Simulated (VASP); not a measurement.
Data:

```
SrTe
1.0
    0.00000     3.33000     3.33000
    3.33000     0.00000     3.33000
    3.33000     3.33000     0.00000
Sr Te
1 1
Cartesian
  0.00000   0.00000   0.00000
  3.33000   3.33000   3.33000
```

Computed with MS2 meta-GGA, VASP's PBE PAW potentials (set 64) (plane waves; VASP). Numerical set-up: 520 eV cut-off, 6×6×6 Γ-centred mesh, Gaussian smearing of 0.050 eV, potentials Sr_sv Te.

**Question.** The ions, cell shape and volume are relaxed. Give the cell that the relaxation ends in.

**Answer.** 
```
SrTe
1.0
    0.00000     3.34849     3.34849
    3.34849     0.00000     3.34849
    3.34849     3.34849     0.00000
Sr Te
1 1
Direct
  0.00000   0.00000   0.00000
  0.50000   0.50000   0.50000
```
Space group Fm-3m (225), at a tolerance of 0.03 Å.

**Question.** How do energy and volume change from the first to the last step?

**Answer.** The energy (σ→0) changes by -1.1 meV/atom and the volume by +1.7 %, in 3 ionic steps.

```csv
step,E(σ→0) (eV),max force (eV/Å),pressure (GPa),volume (Å³)
1,-4.7294,0.000,0.60,73.85
2,-4.7316,0.000,-0.12,75.34
3,-4.7317,0.000,0.01,75.09
```

The compound is SrTe in the rock salt structure. This run relaxes it. Symmetry was kept, so distortions that lower it aren't found.
